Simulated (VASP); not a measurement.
Level of theory: PBE GGA, VASP's PBE PAW potentials (set 64) (plane waves; VASP).

A VASP calculation is set up with these files.

File POSCAR:
```
SiC
3.080
  0.5000000000  -0.8660253247   0.0000000000
  0.5000000000   0.8660253247   0.0000000000
  0.0000000000   0.0000000000   1.6396103896
Si C
2 2
Cart
  0.5000000000  -0.2886756856   0.8198051948
  0.5000000000   0.2886756856   0.0000000000
  0.5000000000  -0.2886756856   1.4346590909
  0.5000000000   0.2886756856   0.6148538961
```

**INCAR**
```
SYSTEM = SiC
PREC = Accurate; ENCUT = 520; LREAL = .FALSE.
LASPH = .TRUE.
EDIFF = 1E-6; NELM = 100; ALGO = Normal
ISMEAR = 0; SIGMA = 0.05
GGA = PE
ISIF = 2
LWAVE = .FALSE.; LCHARG = .FALSE.
```

### KPOINTS
```
Automatic
0
gamma
6 6 4
```

POTCAR, in this order: Si C (PBE.64 set). Program: vasp_std.

Output of the run:

### OUTCAR
```
 ion  position               nearest neighbor table
   1  0.667  0.333  0.500-   4 1.89   4 1.89   4 1.89   3 1.89   2 3.09   2 3.09   2 3.09   2 3.09
                             2 3.09   2 3.09
   2  0.333  0.667  0.000-   3 1.89   3 1.89   3 1.89   4 1.89   1 3.09   1 3.09   1 3.09   1 3.09
                             1 3.09   1 3.09
   3  0.667  0.333  0.875-   2 1.89   2 1.89   2 1.89   1 1.89
   4  0.333  0.667  0.375-   1 1.89   1 1.89   1 1.89   2 1.89
  LATTYP: Found a hexagonal cell.
 ALAT       =     3.0799997890
 C/A-ratio  =     1.6396105019
 Subroutine PRICEL returns:
 Original cell was already a primitive cell.
 Subroutine GETGRP returns: Found 12 space group operations
The static configuration has the point symmetry C_3v.
 The point group associated with its full space group is C_6v.
The dynamic configuration has the point symmetry C_3v.
 Subroutine INISYM returns: Found 12 space group operations
 Subroutine IBZKPT returns following result:
 Found     21 irreducible k-points:

 Following reciprocal coordinates:
            Coordinates               Weight
  0.000000  0.000000  0.000000      1.000000
  0.166667 -0.000000  0.000000      6.000000
  0.333333  0.000000  0.000000      6.000000
...
```

### OSZICAR
```
       N       E                     dE             d eps       ncg     rms          rms(c)
DAV:   1     0.349674965933E+02    0.34967E+02   -0.74829E+03   504   0.120E+03
DAV:   2    -0.306966342371E+02   -0.65664E+02   -0.61297E+02   704   0.189E+02
DAV:   3    -0.337748859261E+02   -0.30783E+01   -0.30657E+01   668   0.408E+01
DAV:   4    -0.338110445095E+02   -0.36159E-01   -0.36135E-01   612   0.519E+00
DAV:   5    -0.338116835821E+02   -0.63907E-03   -0.63895E-03   644   0.653E-01    0.124E+01
DAV:   6    -0.302027219212E+02    0.36090E+01   -0.10666E+01   600   0.208E+01    0.556E+00
DAV:   7    -0.301109004853E+02    0.91821E-01   -0.94686E-01   644   0.642E+00    0.245E+00
DAV:   8    -0.300954382144E+02    0.15462E-01   -0.48880E-02   564   0.164E+00    0.541E-01
DAV:   9    -0.300946691684E+02    0.76905E-03   -0.66874E-03   620   0.627E-01    0.132E-01
DAV:  10    -0.300949333987E+02   -0.26423E-03   -0.72008E-04   580   0.195E-01    0.545E-02
DAV:  11    -0.300949483896E+02   -0.14991E-04   -0.10952E-04   604   0.834E-02    0.126E-02
DAV:  12    -0.300949496923E+02   -0.13026E-05   -0.42710E-06   588   0.166E-02    0.292E-03
DAV:  13    -0.300949501226E+02   -0.43028E-06   -0.20871E-07   356   0.394E-03
   1 F= -.30094950E+02 E0= -.30094950E+02  d E =-.109372E-11
```

OUTCAR:
```
------------------------ aborting loop because EDIFF is reached ----------------------------------------
  FORCE on cell =-STRESS in cart. coord.  units (eV):
  Direction    XX          YY          ZZ          XY          YZ          ZX
  --------------------------------------------------------------------------------------
  Total        0.6286175      0.6286174      0.8323808     -0.0000000      0.0000000      0.0000000
  in kB       24.2758068     24.2758024     32.1446906     -0.0000000      0.0000000      0.0000000
  external PRESSURE =      26.8987666 kB  Pullay stress =       0.0000000 kB
  volume of cell :       41.49
      direct lattice vectors                 reciprocal lattice vectors
     1.540000000 -2.667358000  0.000000000     0.324675325 -0.187451403  0.000000000
     1.540000000  2.667358000  0.000000000     0.324675325  0.187451403  0.000000000
     0.000000000  0.000000000  5.050000000     0.000000000  0.000000000  0.198019802
  FREE ENERGIE OF THE ION-ELECTRON SYSTEM (eV)
  ---------------------------------------------------
  free  energy   TOTEN  =       -30.0949501226 eV

  energy  without entropy=      -30.0949501225  energy(sigma->0) =      -30.09495012
```
(Selected blocks of OUTCAR.)

The compound is SiC in the wurtzite structure, the rare 2H polytype. The cell was not relaxed at this level.
